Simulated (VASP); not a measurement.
Here is the system:

```
CELL_PARAMETERS angstrom
      3.04878     0.00000     0.00000
      0.00000     3.04878     0.00000
      0.00000     0.00000     3.04878
ATOMIC_POSITIONS crystal
  Sb 0.00000 0.00000 0.00000
```

These are LDA (Ceperley-Alder, Perdew-Zunger), VASP's LDA PAW potentials (set 64) (plane waves; VASP) values and carry that method's errors. Numerical set-up: 400 eV cut-off, 11×11×11 Γ-centred mesh, first-order Methfessel-Paxton smearing of 0.10 eV, potentials Sb.

Unless said otherwise, spin-orbit coupling is left out, though it shifts the bands of the heavy elements here.

Task: Predict the energy per atom (σ→0), band gap (on the k-mesh) with the smallest direct gap where there is one.

Result: 
```
Property                                                    Result
------------------------  ----------------------------------------
band gap (on the k-mesh)  none (metal, semimetal or under 0.01 eV)
energy per atom (σ→0)                               -4.770 eV/atom
```

The structure comes from a computed database's Sb entry (Pm-3m); how it stands against other phases isn't given here. It was relaxed first. The start is the result of an earlier pass.
